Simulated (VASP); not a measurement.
Given:

```
LiF
1.0
    0.00000     2.02774     2.02774
    2.02774     0.00000     2.02774
    2.02774     2.02774     0.00000
Li F
1 1
Direct
  0.00000   0.00000   0.00000
  0.50000   0.50000   0.50000
```

All values below come from HSE06 screened hybrid, VASP's PBE PAW potentials (set 64) (plane waves; VASP 6.6.1). Run with 520 eV cut-off, 8×8×8 Γ-centred mesh, Gaussian smearing of 0.050 eV, potentials Li_sv F.

Give the stress tensor in GPa (positive for a compressed cell).

```
-2.44   0.00   0.00
 0.00  -2.44   0.00
 0.00   0.00  -2.44
```
The pressure is its mean diagonal, -2.44 GPa.

The compound is LiF in the rock salt structure. It was relaxed first. The cell's shape comes from a PBE relaxation.
